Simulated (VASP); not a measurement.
NiSi (relaxed from the rock salt structure, space group Fm-3m): computed properties

These are PBEsol GGA, VASP's PBE PAW potentials (set 64) (plane waves; VASP) values and carry that method's errors.

For NiSi, the space group is Fm-3m (225) and the cell comes out as a = b = c = 4.6822 Å, α = β = γ = 90.00°. The volume per atom is 12.83 Å³/atom and the band gap (over mesh and band path) is none (metal, semimetal or under 0.01 eV). The density comes out as 5.62 g/cm³.

NiSi is modelled in the cubic space group Fm-3m (No. 225), the rock salt structure, Pearson symbol cF8. Lattice parameters: a = 4.6822 Å, b = 4.6822 Å, c = 4.6822 Å, α = 90.00°, β = 90.00°, γ = 90.00°. Ni on 4a has 6 Si at 2.341 Å (octahedral). Si on 4b is coordinated by 6 Ni at 2.341 Å (octahedral). (Neighbours: up to the widest gap in distance over summed covalent radii, below 1.35, at either atom; cation-cation and far metal-metal contacts left out.)
(The calculation used a cell of 2 atoms; values per cell refer to that cell.)

The structure was generated: NiSi was put into the rock salt type (Fm-3m), which need not be its known phase. It was relaxed first, which changed the volume by -22 %. Symmetry was kept, so distortions that lower it aren't found.
